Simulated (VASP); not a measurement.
Data:

```
CELL_PARAMETERS angstrom
      0.00000     2.15403     2.15403
      2.15403     0.00000     2.15403
      2.15403     2.15403     0.00000
ATOMIC_POSITIONS crystal
  Ti 0.00000 0.00000 0.00000
  C  0.50000 0.50000 0.50000
```

Computed with vdW-DF-cx, VASP's PBE PAW potentials (set 64) (plane waves; VASP 6.6.1). Settings: 520 eV cut-off, 16×16×16 Γ-centred mesh, tetrahedra with Blöchl corrections, potentials Ti_sv C.

Task: Estimate the energy per atom (σ→0), band gap (on the k-mesh) with the smallest direct gap where there is one.

Result: 
```
Property                                                     Value
------------------------  ----------------------------------------
band gap (on the k-mesh)  none (metal, semimetal or under 0.01 eV)
energy per atom (σ→0)                       -737.3 kJ/mol of atoms
```

Only differences to runs with the same potentials and settings are physical.

The compound is TiC in the rock salt structure. It was relaxed first.
